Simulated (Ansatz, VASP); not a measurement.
# Cross-check of AlSi23O48 ([AlO4]0 centre in alpha-quartz) between VASP and Ansatz, part 3 of 3

One calculation is typed for both programs; each brings its own data sets. How far apart do they land? Of the first pair: The structure shown is the start of the Ansatz relaxation below; VASP solves that cell, so the two are compared at the walk's first step.

VASP 6.6.1 and Ansatz 0.2.0.

So far. Step 3 (VASP: single point, r2SCAN, start cell, pair 1): The run ends at a pressure of 2.14 GPa, with forces up to 6.2 eV/Å.

## (6) VASP: single point, r2SCAN, relaxed cell, pair 2

Level of this step: r2SCAN, spin-polarised from a ferromagnetic start; plane waves and PAW (Si, O, Al) (VASP).

The same cell, functional, mesh and smearing now go to VASP, with its own data sets.

Contents of INCAR:

```
SYSTEM = AlSi23O48
PREC = Accurate
ENCUT = 580
EDIFF = 1E-06
NELM = 200
ISMEAR = -1
SIGMA = 0.01
LREAL = Auto
ALGO = Normal
METAGGA = R2SCAN
LASPH = .TRUE.
NBANDS = 248
ISPIN = 2
MAGMOM = -0 -0 -0 -0 -0 -0 0 0 -0 -0 -0 0 -0 -0 0 -0 -0 -0 -0 0 -0 -0 0 0.18 0.04 0 0 0 0.11 0 0 0.1 0.18 0.03 0 0.02 0.02 0 0 0.01 0.01 0 0 0 0 0 0 0 0 0 0.01 0 0 0 0.01 0.01 0.02 0.02 0.01 0 0 0 0 0 0 0 0 -0 0 0 0 -0
LORBIT = 11
LWAVE = .FALSE.
LCHARG = .FALSE.
ISIF = 2
ISYM = 0
NUPDOWN = 1
GGA_COMPAT = .FALSE.
LMIXTAU = .TRUE.
NCORE = 2
```

Contents of POSCAR:

```
AlSi23O48
1.0
    9.8440535400      0.0000000000      0.0000000000
   -4.9220267700      8.5252004400      0.0000000000
    0.0000000000      0.0000000000     10.8302855800
Si O Al
23 48 1
Direct
    0.2315351393      0.9985194982      0.3309866740
    0.0016991485      0.2351811222      0.1673819877
    0.2678478860      0.2679956002      0.9999087932
    0.2354770756      0.0020045044      0.8324360387
    0.9986765953      0.2320579886      0.6691950475
    0.2321795484      0.5067384402      0.3314656994
    0.9971197575      0.7293170141      0.1662690298
    0.2642406152      0.7659826125      0.9989320608
    0.2342970175      0.5003021528      0.8330304141
    0.9997327463      0.7357801449      0.6672446264
    0.2636696680      0.7683489639      0.4987323865
    0.7355557249      0.9997930400      0.3327643025
    0.5000569127      0.2345677418      0.1670527845
    0.7655615391      0.2638321074      0.0009451021
    0.7292025085      0.9967876907      0.8336639233
    0.5069685612      0.2321681545      0.6683150354
    0.7687636043      0.2639404300      0.5013139693
    0.7337767121      0.4967231723      0.3354166027
    0.4989552167      0.7373053622      0.1645608873
    0.7632170938      0.7631750481      0.0000681855
    0.7369977651      0.4988971279      0.8353589331
    0.4965088577      0.7333489677      0.6645018570
    0.7633698514      0.7634256354      0.4999464775
    0.2025642685      0.1351138054      0.3827103032
    0.3636120162      0.0707306506      0.2235000967
    0.4300998836      0.2959905505      0.0596274931
    0.1371756353      0.2092095501      0.1078230876
    0.0706550743      0.3679619124      0.2736674332
    0.2982469717      0.4472211157      0.4409472031
    0.2097031050      0.1377021358      0.8917935089
    0.3681940341      0.0705952461      0.7260645809
    0.4474772740      0.2981410037      0.5587249628
    0.1357020735      0.2032907451      0.6180791440
    0.0702168611      0.3639807133      0.7767569798
    0.2956135281      0.4303009039      0.9405303549
    0.2014254926      0.6417445912      0.3872144312
    0.3598021583      0.5761341262      0.2207714037
    0.4287342864      0.7982274504      0.0568894958
    0.1318892717      0.7028823006      0.1058463071
    0.0706438995      0.8593821072      0.2743224149
    0.2926119094      0.9323982853      0.4419864466
    0.2071931691      0.6356422763      0.8908054856
    0.3619366288      0.5703573132      0.7229924956
    0.4255078030      0.7932184295      0.5565603178
    0.1340546274      0.7082568748      0.6074517521
    0.0723711118      0.8683143232      0.7736764606
    0.2900994901      0.9280697488      0.9417577035
    0.7084194442      0.1343473182      0.3925443480
    0.8679307022      0.0721536319      0.2261702054
    0.9276981347      0.2899741349      0.0581913121
    0.6351560838      0.2071132458      0.1090798593
    0.5707336130      0.3622278896      0.2769666194
    0.7936075814      0.4257856502      0.4434280192
    0.7022521669      0.1311300448      0.8943402219
    0.8593242287      0.0710959528      0.7256743151
    0.9329278698      0.2928976597      0.5577885836
    0.6423702553      0.2018476018      0.6129465274
    0.5758202357      0.3598669972      0.7790484551
    0.7979005567      0.4282096729      0.9427397735
    0.7065701743      0.6322516262      0.3926892095
    0.8629652989      0.5671166672      0.2258996103
    0.9247226712      0.7901540256      0.0601082315
    0.6314360331      0.7055710792      0.1069532378
    0.5727477182      0.8674551480      0.2726411111
    0.7921168118      0.9255260124      0.4401259207
    0.7050455310      0.6309765814      0.8934577036
    0.8672292987      0.5731191087      0.7274233205
    0.9255097735      0.7924144093      0.5598903735
    0.6319595677      0.7061022182      0.6070659545
    0.5671786475      0.8625575870      0.7739634764
    0.7904285974      0.9245776592      0.9396631374
    0.2742417362      0.2742421794      0.5001618802
```

Contents of KPOINTS:

```
Points of the shifted mesh
1
Reciprocal
 0.2500000000  0.2500000000  0.2500000000 1
```

PAW data sets: Si, O and Al (PBE family, release 64).

Started as:

```console
mpirun -np 8 vasp_std
```

Numbers of over 12 decimals in the logs are rounded to 6 here.

The program printed:

```text
[banner, memory and clock lines left out]
running    8 mpi-ranks, on    1 nodes
[...]
[... a notice as in an earlier step ...]

 LDA part: xc-table for (None), standard interpolation
 POSCAR, INCAR and KPOINTS ok, starting setup
[...]
entering main loop
       N       E                     dE             d eps       ncg     rms          rms(c)
DAV:   1     0.237651898092E+04    0.23765E+04   -0.21819E+05  1008   0.160E+03
DAV:   2    -0.684201859090E+03   -0.30607E+04   -0.29891E+04  1176   0.356E+02
DAV:   3    -0.895538501475E+03   -0.21134E+03   -0.21002E+03  1200   0.968E+01
DAV:   4    -0.898790032385E+03   -0.32515E+01   -0.32403E+01  1200   0.128E+01
[...]
DAV:  23    -0.710838645255E+03   -0.30794E-04   -0.62511E-06  1048   0.793E-03    0.705E-03
DAV:  24    -0.710838671031E+03   -0.25776E-04   -0.28261E-05  1032   0.171E-02    0.338E-03
DAV:  25    -0.710838670123E+03    0.90848E-06   -0.89235E-07   800   0.280E-03
   1 F= -.71083867E+03 E0= -.71083866E+03  d E =-.283149E-04  mag=     1.0000
```

OUTCAR, selected parts (step 6):

```text
  Total        2.5260605      1.7280900      2.2138611     -0.8597290     -0.2555869      0.6396056
  in kB        4.4528274      3.0462004      3.9024960     -1.5154922     -0.4505372      1.1274683
  external PRESSURE =       3.8005080 kB  Pullay stress =       0.0000000 kB

 POSITION                                       TOTAL-FORCE (eV/Angst)
 -----------------------------------------------------------------------------------
     -2.63550      8.51258      3.58468        -0.007156     -0.016698     -0.016304
     -1.14084      2.00497      1.81279         0.013827     -0.016867     -0.003071
      1.31763      2.28472     10.82930         0.009065      0.019250      0.007762
      2.30818      0.01709      9.01552        -0.022553      0.000394      0.011767
      8.68883      1.97834      7.24757        -0.003977     -0.014383      0.015697
     -0.20859      4.32005      3.58987        -0.044328      0.003678     -0.034146
      6.22598      6.21757      1.80074         0.011627     -0.020516     -0.007618
     -1.16899      6.53016     10.81872         0.000764      0.015143      0.002151
     -0.15607      4.26518      9.02196        -0.009812      0.002163     -0.000861
      6.21989      6.27267      7.22645         0.005113     -0.018442     -0.002272
     -1.18626      6.55033      5.40141         0.005590      0.014810      0.004176
      2.31984      8.52344      3.60393        -0.018350      0.001671     -0.007717
      3.76804      1.99974      1.80923         0.008130     -0.013137     -0.003803
      6.23764      2.24922      0.01024         0.011501      0.007265      0.006881
[...]
-----------------------------------------------------------------------------------
    total drift:                                0.005895      0.017003      0.003030

  FREE ENERGIE OF THE ION-ELECTRON SYSTEM (eV)
  ---------------------------------------------------
  free  energy   TOTEN  =      -710.8386701227 eV

  energy  without entropy=     -710.8386418078  energy(sigma->0) =     -710.83865597

 magnetization (x)
# of ion       s       p       d       tot
------------------------------------------
    1       -0.002  -0.004   0.000  -0.005
    2       -0.000  -0.000   0.000  -0.000
    3       -0.000  -0.000   0.000  -0.000
    4       -0.000  -0.000   0.000  -0.000
    5       -0.002  -0.004   0.000  -0.005
    6       -0.001  -0.003   0.000  -0.004
    7       -0.000   0.000   0.000   0.000
    8       -0.000   0.000   0.000  -0.000
    9       -0.000  -0.000   0.000  -0.001
   10       -0.000  -0.000   0.000  -0.000
   11       -0.000  -0.001   0.000  -0.001
   12       -0.000  -0.000   0.000  -0.000
   13       -0.000  -0.000   0.000  -0.001
[...]
--------------------------------------------------
tot          0.006   0.852   0.000   0.859

[... 1 part as in an earlier step ...]

[... 2 further parts left out ...]
[key lines of the parts left out:]
E-fermi :   0.7835
```

The run ends at a pressure of 0.38 GPa, with forces up to 0.063 eV/Å.

## (7) Differences

What differs besides the data sets and the points named for the pairs above, as far as they apply: site moments are counted in spheres of each program's own size. Total energies have different zeros and are not compared.

The two programs side by side:

```csv
quantity,Ansatz,VASP,difference
"total moment, fixed by the input (μB)",1.00,1.00,0.00
moment on O24 (μB),0.18,0.20,-0.02
moment on O33 (μB),0.18,0.20,-0.02
moment on O29 (μB),0.11,0.12,-0.01
moment on O32 (μB),0.10,0.12,-0.01
```

At this near-relaxed geometry the largest component of a force difference is 54 meV/Å.

## (8) Summary of results

| Property | Result |
| --- | --- |
| r.m.s. force difference (single point, r2SCAN, start cell, pair 1) | 2.2 % of the r.m.s. force |
| difference in moment on O24 (single point, r2SCAN, relaxed cell, pair 2) | -0.019 μB |
| r.m.s. force difference (single point, r2SCAN, relaxed cell, pair 2) | 11 meV/Å |

In words: The r.m.s. force difference is 11 meV/Å (single point, r2SCAN, relaxed cell, pair 2), within the 12 meV/Å picked in this series as the mark of a large difference. How closely two codes agree says nothing of how well the functional describes the real material.

[Lines on the potential files, build, host, timing and source positions are cut from VASP's logs without a mark.]

[Logs are printed without paths, hosts, clocks, repeated set-up lines and the standing remarks that a program may print on its own settings, such as how far it seeks lower states.]

[Hosts, paths, dates, database ids (printed as entryN), source tags and the programs' standing remarks are cut or masked in the printed files.]
